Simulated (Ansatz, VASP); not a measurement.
**TaN in two plane-wave programs**

One calculation is typed for both programs; each brings its own data sets. How far apart do they land? The cell is taken from a series of runs on this material, whose earlier steps may have relaxed, scaled, displaced or heated it; both programs get it as it stands.

Calculated with Ansatz 0.2.0; plane waves, with VASP 6.6.1 beside it; zone-centre phonons at LDA.

## 1. The structure

The structure is orthorhombic, space group Immm (No. 71). Conventional cell: a = 3.031 Å, b = 3.136 Å, c = 4.340 Å, α = 90.00°, β = 90.00°, γ = 90.00°. N has 6 Ta at 2.17 to 2.18 Å nearest. Nearest to Ta lie 6 N at 2.17 to 2.18 Å. Farther neighbours and most contacts between anions are not listed.

## 2. Ansatz: zone-centre phonons, LDA

Ansatz runs on its PAW soft_1 files.

Second derivatives magnify differences that forces hide, and they need a tight electronic threshold.

File input.yaml:

```yaml
crystal:
  lattice:
    - [0.0370892411, 2.180195048, 2.1701172747]
    - [2.180195048, 0.0370892411, 2.1701172747]
    - [2.2172842891, 2.2172842891, 0.0]
  atoms:
    - { symbol: "N", position: [0.0, 0.0, 0.0] }
    - { symbol: Ta, position: [0.5, 0.5, 0.5] }
kpoints:
  mp_grid: { grid: [16, 16, 16] }
hamiltonian:
  xc: lda
  pseudopotentials: { kind: paw, azcp: { folder: soft_1 }, xc_functional: pbe }
scf:
  occupations: { method: methfessel_paxton, width: 0.2 }
output:
  eigenvalues: true
phonons:
  method: dfpt
```

Run with:

```sh
ansatz run input.yaml --threads 4 --pin off --max-ram 10240MiB --backend cpu --events-out ev --progress --plain --runs-dir out
```

Numbers of over 12 decimals in the logs are rounded to 6 here.

Log:

```text
zone centre: on kpoints.mp_grid the ground state, and the responses unless they are solved on pairs of k-points, stand on 1098 of the mesh's 4096 k-points, reduced under 4 symmetry operations, with k and −k counted as one. Each operation leaves every solved displacement unchanged or reverses it
Engine: ansatz 0.2.0, aarch64-unknown-linux-gnu
Pseudopotentials: kind: paw
Pseudopotential: N, paw, valence charge 5, recommended cutoff 420 eV (normal), soft_1/N.paw.azcp
Pseudopotential: Ta, paw, valence charge 13, recommended cutoff 420 eV (normal), soft_1/Ta.paw.azcp
Functional definition: SPW92
  exchange = slater_x
  correlation = pw_c
Crystal: 2 atoms, lattice volume = 20.624 Å³
Basis set: ecut = 420 eV, 407 PW (Γ), exchange–correlation on 48×48×48 points (8 copies of the dense FFT grid, shifted against one another)
Bands: 13, of which v1, the nominal top of the filled ones, is band 9 counted from 1 (8 counted from 0)
Symmetry: 8 space group operations
k-points: 1098 of 4096 (irreducible under 4 space group operations)
Non-local potential: N, projectors of the file, l = 0: 2, l = 1: 2, l = 2: 1
Non-local potential: Ta, projectors of the file, l = 0: 3, l = 1: 2, l = 2: 2, l = 3: 1
PAW form: soft (Blöchl's): semilocal exchange-correlation on the pseudo side does not see the compensation charge
PAW frozen core: N, regenerated for the run's functional, and the local potential with it (the file was generated under x = pbe(κ = 0.804, μ = 0.219515), c = pbe(β = 0.066725))
PAW frozen core: Ta, regenerated for the run's functional, and the local potential with it (the file was generated under x = pbe(κ = 0.804, μ = 0.219515), c = pbe(β = 0.066725))
PAW one-centre angular grid: N, 110 points (default); XC on 64 Gauss nodes
PAW one-centre angular grid: Ta, 590 points (default); XC on 64 Gauss nodes
Initial density: superposition of atomic densities (chi_scale 0.1, normalization cell, long waves kept (reshape's long-wave potential 0.00 eV rms))
Initial wavefunctions: pseudopotential atomic-orbital guess
Functional: x = slater, c = lda
SCF iter   1: F=—  HF=-10059.586257 eV  |F-HF|=—  |Δ(HF+E_count)|=         —  Δρ=5.08e-2  dr2=5.46e-1  ethr=3.10e-3  ⟨swp⟩=5.0  Hψ=152591  notcnv=0
automatic band count: the SCF goes on with 17 bands, as 13 were too few: the levels above may hold too much charge
preconditioner: auto → none  [metal: Δε(μ)=0.001 eV  Ē_g=16.153 eV  σ=0.200 eV  W_gap=0.01  n_scr=8 (ndim 8)  ℏωp=25.9 eV  f_vac=0.000  D(μ)=0.87/eV (n_scr^D=8)  sad-step TF]
SCF iter   2: F=—  HF=-10059.537645 eV  |F-HF|=—  |Δ(HF+E_count)|=   4.86e-2  S|Δr|=    0.00e0  Δρ=3.57e-2  dr2=3.02e-1  ethr=3.03e-3  ⟨swp⟩=1.0  Hψ=27450  notcnv=0  defer=4
SCF iter   3: F=—  HF=-10059.463501 eV  |F-HF|=—  |Δ(HF+E_count)|=   7.41e-2  S|Δr|=    0.00e0  Δρ=2.96e-3  dr2=4.56e-4  ethr=1.68e-3  ⟨swp⟩=2.4  Hψ=24687  notcnv=0  defer=4
SCF iter   4: F=—  HF=-10059.463565 eV  |F-HF|=—  |Δ(HF+E_count)|=   6.41e-5  S|Δr|=    0.00e0  Δρ=6.68e-4  dr2=1.15e-4  ethr=2.53e-6  ⟨swp⟩=2.6  Hψ=34813  notcnv=0  defer=1636
SCF iter   5: F=—  HF=-10059.463537 eV  |F-HF|=—  |Δ(HF+E_count)|=   2.78e-5  S|Δr|=    0.00e0  Δρ=7.23e-5  dr2=9.88e-7  ethr=6.36e-7  ⟨swp⟩=2.5  Hψ=22671  notcnv=0  defer=1636
SCF iter   6: F=—  HF=-10059.463537 eV  |F-HF|=—  |Δ(HF+E_count)|=   5.32e-7  S|Δr|=    0.00e0  Δρ=7.77e-6  dr2=6.29e-9  ethr=5.49e-9  ⟨swp⟩=2.3  Hψ=23222  notcnv=0  defer=1788
SCF iter   7: F=—  HF=-10059.463537 eV  |F-HF|=—  |Δ(HF+E_count)|=  2.87e-10  S|Δr|=    0.00e0  Δρ=1.39e-6  dr2=1.23e-10  ethr=3.50e-11  ⟨swp⟩=2.5  Hψ=26057  notcnv=0  defer=1791
SCF iter   8: F=-10059.463537 eV  HF=-10059.463537 eV  |F-HF|=3.64e-12  |Δ(HF+E_count)|=  4.73e-11  S|Δr|=    0.00e0  Δρ=1.40e-7  dr2=2.23e-12  ethr=1.00e-12  ⟨swp⟩=9.6  Hψ=84687  notcnv=0
SCF 1 converged in 8 iterations: F = -10059.463537 eV  dr2 = 2.23e-12
  greatest PAW one-centre occupation: 0.999 electrons in one spin orbital (limit 2), on the Ta atom at site 1 (counted from 0), in its partial waves of l = 0
DFPT response loops at Γ: preconditioner auto → Kerker (q_TF=auto, 2.667 Å⁻¹) (partly filled bands, converged f_vac=0.000); β = 1.00, the filter's whole step (`scf.mixing.beta` (0.50) is not read by the response loops under this deck's `scf.mixing.preconditioner`; to damp them name `kerker` or `kerker_dos`, under which they read `scf.mixing.beta`, and type it under 1.00, their step now; both keys bind the ground state too); Broyden in place of MSR1
SCF converged after 8 iterations
Stability not checked: this state was not tested for a lower state beside it, because cold or Methfessel-Paxton smearing, or corrected tetrahedra, fill the levels in a way that the test cannot read (fill_not_monotonic; see scf.lower_state_search)
Free energy (F): -10059.463537 eV
Harris-Foulkes:  -10059.463537 eV  (|F-HF|=3.64e-12)
Internal energy: -10059.461993 eV  (E = F + TS)
E sigma→0 (E₀):  -10059.463151 eV
Entropy (-TS):   -0.001543 eV (-0.772 meV/atom)
Fermi energy:    21.904058 eV
Step filling:    the computed levels leave a gap of 0.0000 eV = 0.0 smearing widths at the electron count; against every level under it full and every level over it empty, smearing changes F+E_penalty+E_count by -0.669 meV and its σ→0 estimate by -0.283 meV
--- Per-component energies (eV) ---
  E_band       = -40.177286
  E_kinetic    = 527.220740
  E_local      = -554.413614  (includes V_loc(G=0)·N_el)
  E_nonlocal   = 30.456159
  E_hartree    = 198.585021
  E_xc         = -379.402787
  E_vxc        = -311.682628  (∫ρ·V_xc dr)
  E_paw        = -8176.848612  (= ΣΔE_a)
  E_vpaw       = -128.928860  (= ΣTr[D̂ρ^β])
  E_aug_tail   = 0.000904  (compensation charges beyond the density's cutoff)
  E_ewald      = -1705.398844
  E_core_change = 0.339041  (= ΣΔE_core)
  E_smearing   = -0.001543  (= −TS)
  E_closure    = 0.000000  (closes the sum)
  Σ components = -10059.463537   (vs F -10059.463537, Δ=0.00e0)
--- Band table (eV; the first three rows and the last of 1098) ---
  k-point 0: bands = [... 5 lower, 17.9457, 18.0558, 18.1425, 19.4224, 19.7193, 19.9797, 21.9286, 21.9893, ... 4 higher]
  k-point 1: bands = [... 5 lower, 17.4292, 17.6590, 17.7987, 19.6822, 19.9401, 20.1378, 22.3282, 22.3868, ... 4 higher]
  k-point 2: bands = [... 5 lower, 16.3799, 16.9145, 17.0888, 20.1058, 20.3326, 20.5086, 23.2972, 23.3616, ... 4 higher]
  k-point 1097: bands = [... 5 lower, 15.3350, 16.2467, 17.1120, 17.3997, 24.1096, 25.6459, 25.6470, 26.8737, ... 4 higher]
--- Phonons (Γ-DFPT): 4 representative perturbations + reference, on 1098 of 4096 k-points (Σ response iterations 12) ---
  k mesh reduced under 4 symmetry operations, with k and −k counted as one. Each operation leaves every solved displacement unchanged or reverses it
  ASR residual: 8.743e-5 → 0.000e0 eV/Å²; symmetrization residual: 4.770e-7 eV/Å²
  ASR residual per site (eV/Å²): 3.51e-5 8.74e-5
  Γ frequencies (cm⁻¹): 0.00 0.00 0.00 406.64 424.96 425.72
  non-analytic LO–TO correction: not included (Born effective charges unavailable; polar crystals: no LO–TO splitting at Γ)
```

[end of part 1 of 2]

[Lines on the potential files, build, host, timing and source positions are cut from VASP's logs without a mark.]

[Logs are printed without paths, hosts, clocks, repeated set-up lines and the standing remarks that a program may print on its own settings, such as how far it seeks lower states.]

[Hosts, paths, dates, database ids (printed as entryN), source tags and the programs' standing remarks are cut or masked in the printed files.]
